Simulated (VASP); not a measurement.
Here is the system:

```
Ca
1.0
    0.00000     2.70731     2.70731
    2.70731     0.00000     2.70731
    2.70731     2.70731     0.00000
Ca
1
Direct
  0.00000   0.00000   0.00000
```

Calculation: revTPSS meta-GGA, VASP's PBE PAW potentials (set 64) (plane waves; VASP). Run with 520 eV cut-off, 11×11×11 Γ-centred mesh, first-order Methfessel-Paxton smearing of 0.10 eV, potentials Ca_sv.

Give the stress tensor in GPa (positive for a compressed cell).

```
1.20  0.00  0.00
0.00  1.20  0.00
0.00  0.00  1.20
```
The pressure is its mean diagonal, 1.20 GPa.

The compound is Ca in the fcc structure. This cell is one point of a volume scan, at 0.94 of the reference volume.
